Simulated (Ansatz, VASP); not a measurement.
**One calculation of Y2Tl, two programs**

The input INCAR:

```
SYSTEM = Y2Tl
PREC = Accurate
ENCUT = 520
EDIFF = 1E-7
ISMEAR = 1
SIGMA = 0.0805
LREAL = .FALSE.
LASPH = .TRUE.
NELM = 60
ALGO = Normal
ISIF = 2
LWAVE = .FALSE.
LCHARG = .FALSE.
GGA = PE
NBANDS = 44
```

File KPOINTS:

```
Automatic mesh
0
G
  4 4 3
  0 0 0
```

The input POSCAR:

```
Y2Tl
1.0
    5.4164970000      0.0000000000      0.0000000000
   -2.7082480000      4.6908260000      0.0000000000
    0.0000000000      0.0000000000      6.7482600000
Y Tl
4 2
Direct
    0.3333000000      0.6667000000      0.7500000000
    0.6666000000      0.3333000000      0.2500000000
    0.0000000000      0.0000000000      0.0000000000
    0.0000000000      0.0000000000      0.5000000000
    0.3333000000      0.6667000000      0.2500000000
    0.6666000000      0.3333000000      0.7500000000
```

Input for Ansatz:

```yaml
crystal:
  lattice:
    - [5.416497, 0.0, 0.0]
    - [-2.708248, 4.690826, 0.0]
    - [0.0, 0.0, 6.74826]
  atoms:
    - { symbol: "Y", position: [0.3333, 0.6667, 0.75] }
    - { symbol: "Y", position: [0.6666, 0.3333, 0.25] }
    - { symbol: Tl, position: [0.3333, 0.6667, 0.25] }
    - { symbol: Tl, position: [0.6666, 0.3333, 0.75] }
    - { symbol: "Y", position: [0.0, 0.0, 0.0] }
    - { symbol: "Y", position: [0.0, 0.0, 0.5] }
  symmetry: { tolerance: 0.0003 }
kpoints:
  mp_grid: { grid: [4, 4, 3], shift: [0, 0, 0] }
magnetization:
  spin_polarized: false
scf:
  occupations: { method: methfessel_paxton, width: 0.0805 }
hamiltonian:
  pseudopotentials: { kind: paw }
  xc: pbe
basis:
  ecutwfc: 420
output:
  forces: true
  stress: true
  eigenvalues: true
```

The cell was built by a generator and needn't be a form met in nature.

Alike in both runs: task single point; functional PBE; k mesh 4 × 4 × 3; occupations methfessel-paxton of order 1, width 0.0805 eV; no spin polarisation.

|  | VASP | Ansatz |
| --- | --- | --- |
| version | VASP 6.6.1 | Ansatz 0.2.0 |
| potentials or method | VASP PAW PBE potentials, release 64 (Y_sv, Tl_d) | PAW plane waves |
| plane-wave cutoff (eV) | 520 | 420 |
| valence electrons in the cell | 70 | 70 |

|  | VASP | Ansatz | Ansatz less VASP |
| --- | --- | --- | --- |
| gap on the k mesh at the Fermi level (eV) | none | none | - |
| pressure (GPa) | 0.4 | 0.5 | +0.08 |
| largest component of the traceless stress (GPa) | 0.53 | 0.52 | -0.005 |

A gap of «none» marks a metal or a gap that the smearing closes. The functional is the same, so the differences come from potentials, cutoffs and numerics. Ansatz warned: «structure_snapped_to_symmetry».

Spin-orbit coupling is left out, which matters for the levels of Tl.
